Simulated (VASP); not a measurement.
Wanted: the native input for a VASP 6.6.1 run.

| Quantity | Value |
| --- | --- |
| Task | relaxation of cell and atoms |
| Functional | PBE |
| Potentials or basis | VASP PAW PBE potentials, release 64 (Zn, Cd, Se, S) |
| Cutoff | 520 eV |
| k mesh | 3 × 3 × 2 |
| Occupations | gaussian, width 0.15 eV |
| Spin | no spin polarisation |
| Further INCAR settings | PREC = Normal; ALGO = Fast; EDIFF = 0.0001; IBRION = 2; EDIFFG = -0.08; NSW = 24; ISIF = 3 |

The structure of ZnCd2SeS2 lies in POSCAR:

```
ZnCd2SeS2
1.0
    4.2324487200      0.0000000000      0.0000000000
    0.0000000000      4.2324487200      0.0000000000
    0.0000000000      0.0000000000      7.6709313300
Zn Cd Se S
1 2 1 2
Direct
    0.5000000000      0.5000000000      0.0000000000
    0.0000000000      0.0000000000      0.2430049900
    0.0000000000      0.0000000000      0.7569950100
    0.5000000000      0.5000000000      0.5000000000
    0.0000000000      0.5000000000      0.0000000000
    0.5000000000      0.0000000000      0.0000000000
```

The cell was built by a generator and needn't be a form met in nature.

These files were run (other wordings do the same):

INCAR

```
PREC = Normal ; ENCUT = 520
EDIFF = 1E-4 ; ISMEAR = 0
SIGMA = 0.15 ; LREAL = F
LASPH = T ; NELM = 60
ALGO = Fast ; ISIF = 3
LWAVE = F ; LCHARG = F
GGA = PE ; IBRION = 2
NSW = 24 ; EDIFFG = -0.08
```

KPOINTS

```
Automatic mesh
0
Gamma
  3 3 2
```

Potentials or basis: VASP PAW PBE potentials, release 64 (Zn, Cd, Se, S).

Command:

```console
$ cat potpaw_PBE.64/Zn/POTCAR potpaw_PBE.64/Cd/POTCAR potpaw_PBE.64/Se/POTCAR potpaw_PBE.64/S/POTCAR > POTCAR
$ mpirun -np 1 vasp_std > vasp.out
```

Results of the run:

| Item | Value |
| --- | --- |
| Relaxed volume | 22.38 Å³/atom |
| Relaxed cell | a = 4.766 Å, b = 4.766 Å, c = 5.911 Å, α = 90.00°, β = 90.00°, γ = 90.00° |
| Space group after relaxing (to 0.05 Å) | P4/mmm (No. 123) |
| Energy gained by relaxing | 373.5 meV/atom |
| Ionic steps | 10 |
| Pressure after relaxing | 0.1 GPa |
| Largest force after relaxing | 0.073 eV/Å |
| Band gap on the k mesh | none (metal or under the smearing width) |

Caveat: the k mesh is coarse (spacing up to 0.49 Å⁻¹), so the values aren't converged; the relaxation stopped at a loose force limit of 0.08 eV/Å, so its end isn't a converged minimum.

Run time: 62 s on 1 thread of Intel(R) Xeon(R) 6975P-C (Granite Rapids) (shared host), peak memory 0.2 GiB.
